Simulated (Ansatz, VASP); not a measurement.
# Cross-check of H9C3NO2 (ionic liquid ethylammonium formate at 450 K) between VASP and Ansatz, part 2 of 2

Wanted: the spread between two codes on one cell, functional and k mesh. The cell is taken from a series of runs on this material, whose earlier steps may have relaxed, scaled, displaced or heated it; both programs get it as it stands.

VASP 6.6.1 and Ansatz 0.2.0.

So far: Starting point; Ansatz: single point, PBE with D3(BJ).

## 3. VASP: single point, PBE with D3(BJ)

Level of this step: PBE with D3(BJ); plane waves and PAW (C, N, H, O) (VASP).

The same cell, functional and mesh now go to VASP, with its own data sets.

Lines of VASP's logs that name or quote its potential files are left out, and so is its time.

Contents of INCAR:

```
SYSTEM = H9C3NO2
PREC = Accurate
ENCUT = 600
EDIFF = 1E-06
NELM = 120
ISMEAR = 0
SIGMA = 0.01
LREAL = Auto
ALGO = Normal
GGA = PE
IVDW = 12
NBANDS = 442
LORBIT = 11
LWAVE = .FALSE.
LCHARG = .FALSE.
ISIF = 2
LASPH = .TRUE.
GGA_COMPAT = .FALSE.
EFERMI = MIDGAP
```

Contents of POSCAR:

```
H9C3NO2
1.0
   12.9752000000      0.2478500000      0.2859600000
    0.2478500000     12.8319100000     -0.2362800000
    0.2859600000     -0.2362800000     12.8725800000
C N H O
45 15 135 30
Direct
    0.8303300000      0.8224300000      0.5236900000
    0.8533400000      0.8314800000      0.4080000000
    0.4471100000      0.7382000000      0.9872900000
    0.5565800000      0.7218900000      0.9415200000
    0.4668900000      0.5474700000      0.1973300000
    0.5397200000      0.4689900000      0.2443900000
    0.4584000000      0.3817500000      0.5785400000
    0.5691600000      0.3536900000      0.5423300000
    0.7590800000      0.0735500000      0.8659700000
    0.7779800000      0.1480500000      0.9567700000
    0.4028000000      0.3119500000      0.8461100000
    0.3960200000      0.3285700000      0.9633500000
    0.9735900000      0.9247200000      0.7399000000
    0.0475700000      0.8339600000      0.7591900000
    0.8781200000      0.5492900000      0.3845700000
    0.8653100000      0.4397200000      0.4219200000
    0.1967300000      0.2246500000      0.6512400000
    0.0798000000      0.2220500000      0.6548000000
    0.1637200000      0.5846500000      0.2588700000
    0.1964800000      0.6860500000      0.2126900000
    0.5875300000      0.0494800000      0.3270000000
    0.4907300000      0.9904100000      0.3077600000
    0.3304500000      0.8374600000      0.7434400000
    0.3227800000      0.9437800000      0.6960700000
    0.3851200000      0.6475300000      0.4793400000
    0.4264500000      0.7545900000      0.4608200000
    0.0834000000      0.1809900000      0.3039400000
    0.1049400000      0.1262600000      0.1988500000
    0.0428300000      0.3925500000      0.8781800000
    0.9276400000      0.3884300000      0.8638300000
[... 189 atom lines left out ...]
    0.1412300000      0.8421000000      0.4452100000
    0.1107300000      0.0043200000      0.5154300000
    0.8206600000      0.2213600000      0.5465600000
    0.8619200000      0.0977700000      0.4210700000
    0.6769100000      0.3866800000      0.8144600000
    0.6505300000      0.4248600000      0.9856900000
```

Contents of KPOINTS:

```
Automatic mesh
0
Gamma
1 1 1
0 0 0
```

The projector-augmented-wave data sets are C, N, H and O (PBE family, release 64).

Run with:

```sh
$ export OMP_NUM_THREADS=3
$ mpirun -np 1 vasp_gam
```

Numbers of over 12 decimals in the logs are rounded to 6 here.

Output:

```text
[banner, memory and clock lines left out]
running    1 mpi-ranks, on    1 nodes
[...]
Offloading initialized ...    1 GPUs detected
[...]
LDA part: xc-table for (Slater+PW92), standard interpolation
 POSCAR, INCAR and KPOINTS ok, starting setup
[...]
entering main loop
       N       E                     dE             d eps       ncg     rms          rms(c)
DAV:   1     0.449818010711E+04    0.44982E+04   -0.32412E+05   892   0.135E+03
DAV:   2    -0.822572870544E+03   -0.53208E+04   -0.50482E+04  1110   0.306E+02
DAV:   3    -0.134613146155E+04   -0.52356E+03   -0.51888E+03  1104   0.987E+01
DAV:   4    -0.135784575669E+04   -0.11714E+02   -0.11672E+02  1112   0.163E+01
[...]
DAV:  18    -0.125064105035E+04    0.16211E-05   -0.18850E-05  1056   0.765E-03    0.902E-03
DAV:  19    -0.125064104881E+04    0.15346E-05   -0.17779E-06   896   0.457E-03    0.507E-03
DAV:  20    -0.125064104830E+04    0.51804E-06   -0.36526E-06  1032   0.372E-03
   1 F= -.12617505E+04 E0= -.12617505E+04  d E =0.000000E+00
```

Parts of OUTCAR (step 3):

```text
  FREE ENERGIE OF THE ION-ELECTRON SYSTEM (eV)
  ---------------------------------------------------
  free  energy   TOTEN  =     -1261.7504507593 eV

  energy  without entropy=    -1261.7504507593  energy(sigma->0) =    -1261.75045076
```

The run ends at a pressure of 0.10 GPa, with forces up to 0.38 eV/Å.

## 4. Differences

Known differences besides the potentials themselves: fixed occupations in Ansatz, narrow Gaussian smearing in VASP; the cutoff is 420 eV in Ansatz and 600 eV in VASP (PREC = Accurate, projectors in real space). Total energies have different zeros and are not compared.

The two programs side by side:

| quantity | Ansatz | VASP | difference |
| --- | --- | --- | --- |
| pressure (GPa) | 0.00 | 0.10 | -0.10 |
| gap on the k mesh (eV) | 4.371 | 4.362 | +0.008 |

Forces on 7 of the 225 atoms, those with the largest forces and the largest differences (eV/Å; atoms numbered as in POSCAR):

| atom | Ansatz x, y, z | VASP x, y, z |
| --- | --- | --- |
| O198 | 0.006, -0.007, 0.009 | 0.229, -0.161, 0.183 |
| O204 | 0.000, 0.000, 0.003 | -0.130, -0.312, -0.099 |
| O215 | -0.003, 0.003, -0.001 | -0.154, 0.296, -0.131 |
| O218 | 0.010, -0.017, 0.013 | 0.131, -0.261, 0.226 |
| O220 | -0.014, -0.022, -0.016 | -0.107, -0.318, -0.106 |
| O221 | -0.010, 0.024, 0.001 | -0.175, 0.258, 0.124 |
| O223 | 0.003, -0.001, -0.009 | 0.212, -0.270, -0.161 |

The forces differ by 78 meV/Å r.m.s., where the r.m.s. force is 0.006 eV/Å in Ansatz and 0.079 eV/Å in VASP: the atoms lie near their places of rest in Ansatz, so a percentage would say little (all taken over all components). A gap on the mesh is an upper bound, since the band edges may lie between its points.

## 5. Results

```yaml
r_m_s_force_difference_single_point_pbe_with_d3_bj: 78 meV/Å
```

In words: The r.m.s. force difference is 78 meV/Å (single point, PBE with D3(BJ)), beyond the 12 meV/Å picked in this series as the mark of a large difference. What causes the difference of the single point, PBE with D3(BJ) pair stays open here. How closely two codes agree says nothing of how well the functional describes the real material.

[Lines on the potential files, build, host, timing and source positions are cut from VASP's logs without a mark.]

[Logs are printed without paths, hosts, clocks, repeated set-up lines and the standing remarks that a program may print on its own settings, such as how far it seeks lower states.]

[Hosts, paths, dates, database ids (printed as entryN), source tags and the programs' standing remarks are cut or masked in the printed files.]
